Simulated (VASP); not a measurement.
The input files of a VASP run:

**INCAR**
```
! general
SYSTEM  = Be4SSe3
PREC    = Accurate
ENCUT   = 400   ! plane-wave cut-off (eV)
LREAL   = .False.   ! projection in real space or not
LASPH   = .True.   ! aspherical one-centre terms

! electronic loop
EDIFF   = 1E-6
NELM    = 100
ALGO    = Normal   ! blocked Davidson
LMAXMIX = 4   ! l cut-off of mixed one-centre charges

! smearing
ISMEAR  = 0
SIGMA   = 0.05   ! width (eV)

! functional
GGA     = PS

! ions
IBRION  = 2
NSW     = 60
ISIF    = 3   ! ions, shape and volume
EDIFFG  = -0.02   ! ionic stop

! output
LWAVE   = .False.
LCHARG  = .False.
```

File KPOINTS:
```
Automatic mesh
0
Gamma
4 4 4
0 0 0
```

POSCAR:
```
Be4SSe3
1
    5.0621225610     0.0000000000    -0.0000000000
   -0.0000000000     5.0621225610     0.0000000000
   -0.0000000000     0.0000000000     5.0621225610
Be Se S
4 3 1
Direct
  0.0071285096   0.9928714904   0.9928714904
  0.4928714904   0.5071285096   0.9928714904
  0.4928714904   0.9928714904   0.5071285096
  0.0071285096   0.5071285096   0.5071285096
  0.2500000000   0.2500000000   0.2500000000
  0.7500000000   0.7500000000   0.2500000000
  0.7500000000   0.2500000000   0.7500000000
  0.2500000000   0.7500000000   0.7500000000
```

POTCAR, in this order: Be Se S (PBE.64 set). Program: vasp_std.

Problem. Write an equivalent input for Ansatz.

Solution. One equivalent input (not run):
Ansatz 0.2 input:
```yaml
crystal:
  lattice:
    - [5.0621226, 0.0000000, 0.0000000]
    - [0.0000000, 5.0621226, 0.0000000]
    - [0.0000000, 0.0000000, 5.0621226]
  atoms:
    - { symbol: Be, position: [0.0071285, 0.9928715, 0.9928715] }
    - { symbol: Be, position: [0.4928715, 0.5071285, 0.9928715] }
    - { symbol: Be, position: [0.4928715, 0.9928715, 0.5071285] }
    - { symbol: Be, position: [0.0071285, 0.5071285, 0.5071285] }
    - { symbol: Se, position: [0.2500000, 0.2500000, 0.2500000] }
    - { symbol: Se, position: [0.7500000, 0.7500000, 0.2500000] }
    - { symbol: Se, position: [0.7500000, 0.2500000, 0.7500000] }
    - { symbol: S, position: [0.2500000, 0.7500000, 0.7500000] }
kpoints:
  mp_grid: { grid: [4, 4, 4] }
hamiltonian:
  xc: pbesol
  pseudopotentials: { kind: paw }
scf:
  occupations: { method: gaussian, width: 0.05 }
  max_iter: 100
relax:
  max_steps: 60
  f_tol: 0.02
  cell: {}
output: { forces: true, stress: true, eigenvalues: true }
```
Limits of the translation: each code has its own PAW files, so the cut-off isn't converted (ENCUT is set for VASP's; basis.ecutwfc is left out, and Ansatz then takes the one that its files recommend); Ansatz stops its SCF on the density residual and VASP on the energy change (EDIFF).

The structure was generated: Be4SSe3 was put into an ordered model structure (P-43m), which need not be its known phase. It was relaxed first. The start is the result of an earlier pass.
